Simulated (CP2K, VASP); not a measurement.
This is a calculation of MgB for CP2K 2026.2. The cell comes from a database or a generator and needn't be the stable form of this composition.

File mgb_scf.inp:

```
&GLOBAL
  PROJECT mgb_scf
  RUN_TYPE ENERGY_FORCE
  PRINT_LEVEL LOW
&END GLOBAL
&FORCE_EVAL
  METHOD QS
  STRESS_TENSOR ANALYTICAL
  &DFT
    BASIS_SET_FILE_NAME BASIS_MOLOPT_UZH
    POTENTIAL_FILE_NAME POTENTIAL_UZH
    &MGRID
      CUTOFF 1400
      REL_CUTOFF 60
      NGRIDS 5
    &END MGRID
    &QS
      METHOD GPW
      EPS_DEFAULT 1.0E-10
    &END QS
    &KPOINTS
      SCHEME MONKHORST-PACK 9 9 9
      GAMMA_CENTERED T
      SYMMETRY T
      SYMMETRY_BACKEND SPGLIB
    &END KPOINTS
    &SCF
      SCF_GUESS ATOMIC
      EPS_SCF 1.0E-6
      MAX_SCF 100
      ADDED_MOS 10
      CHOLESKY OFF
      EPS_EIGVAL 1.0E-7
      &DIAGONALIZATION ON
        ALGORITHM STANDARD
      &END DIAGONALIZATION
      &MIXING ON
        METHOD BROYDEN_MIXING
        ALPHA 0.4
        BETA 1.5
        NBUFFER 8
      &END MIXING
      &SMEAR ON
        METHOD FERMI_DIRAC
        ELECTRONIC_TEMPERATURE 580.23
      &END SMEAR
    &END SCF
    &XC
      &XC_FUNCTIONAL PBE
      &END XC_FUNCTIONAL
    &END XC
    &PRINT
      &KPOINTS ON
      &END KPOINTS
      &MULLIKEN ON
      &END MULLIKEN
      &MO ON
        ENERGIES T
        OCCUPATION_NUMBERS T
        &EACH
          QS_SCF 0
        &END EACH
        ADD_LAST NUMERIC
      &END MO
      &LOWDIN ON
      &END LOWDIN
      &HIRSHFELD ON
        SHAPE_FUNCTION DENSITY
      &END HIRSHFELD
      &E_DENSITY_CUBE ON
        STRIDE 2
      &END E_DENSITY_CUBE
      &V_HARTREE_CUBE ON
        STRIDE 2
      &END V_HARTREE_CUBE
      &ELF_CUBE ON
        STRIDE 2
      &END ELF_CUBE
    &END PRINT
  &END DFT
  &SUBSYS
    &CELL
      A 2.8951500000 0.0000000000 0.0000000000
      B 0.0000000000 2.8951500000 0.0000000000
      C 0.0000000000 0.0000000000 2.8951500000
      PERIODIC XYZ
    &END CELL
    &COORD
      SCALED
      Mg  0.0000000000 0.0000000000 0.0000000000
      B   0.5000000000 0.5000000000 0.5000000000
    &END COORD
    &KIND Mg
      BASIS_SET TZVP-MOLOPT-PBE-GTH-q10
      POTENTIAL GTH-PBE-q10
    &END KIND
    &KIND B
      BASIS_SET TZVP-MOLOPT-PBE-GTH-q3
      POTENTIAL GTH-PBE-q3
    &END KIND
    &PRINT
      &ATOMIC_COORDINATES ON
      &END ATOMIC_COORDINATES
      &CELL ON
      &END CELL
    &END PRINT
  &END SUBSYS
  &PRINT
    &FORCES ON
    &END FORCES
    &STRESS_TENSOR ON
    &END STRESS_TENSOR
  &END PRINT
&END FORCE_EVAL
```

Potentials or basis: POTENTIAL_UZH Mg GTH-PBE-q10, B GTH-PBE-q3; TZVP-MOLOPT-PBE-GTH basis.

The run is started by

```bash
$ OMP_NUM_THREADS=1 cp2k.psmp -i mgb_scf.inp -o mgb_scf.out
```

**Question.** What does the same run look like in VASP 6.6.1? Potentials or basis there: PBE PAW files B, Mg, 520 eV.

**Answer.** As run (cutoffs and basis follow the program's own potentials, and thresholds, step limits or extra output files can differ):

INCAR

```
  PREC = Accurate
  ENCUT = 520
  EDIFF = 1E-7
  ISMEAR = -1
  SIGMA = 0.05
  LREAL = F
  LASPH = T
  NELM = 80
  ALGO = Normal
  ISIF = 2
  LWAVE = F
  LCHARG = F
  GGA = PE
  NBANDS = 10
```

The input KPOINTS:

```
Automatic mesh
0
Gamma
  9 9 9
```

File POSCAR:

```
MgB
1.0
    2.8951500000      0.0000000000      0.0000000000
    0.0000000000      2.8951500000      0.0000000000
    0.0000000000      0.0000000000      2.8951500000
Mg B
1 1
Direct
    0.0000000000      0.0000000000      0.0000000000
    0.5000000000      0.5000000000      0.5000000000
```

Potentials or basis: VASP PAW PBE potentials, release 64 (Mg, B).

Run with:

```console
$ cat potpaw_PBE.64/Mg/POTCAR potpaw_PBE.64/B/POTCAR > POTCAR
$ mpirun -np 1 vasp_std > vasp.out
```

Both were run:

|  | CP2K | VASP |
| --- | --- | --- |
| Pressure | 2.4 GPa | -0.1 GPa |

The potentials hold 13 and 5 valence electrons a cell.

Pressure is positive in compression.
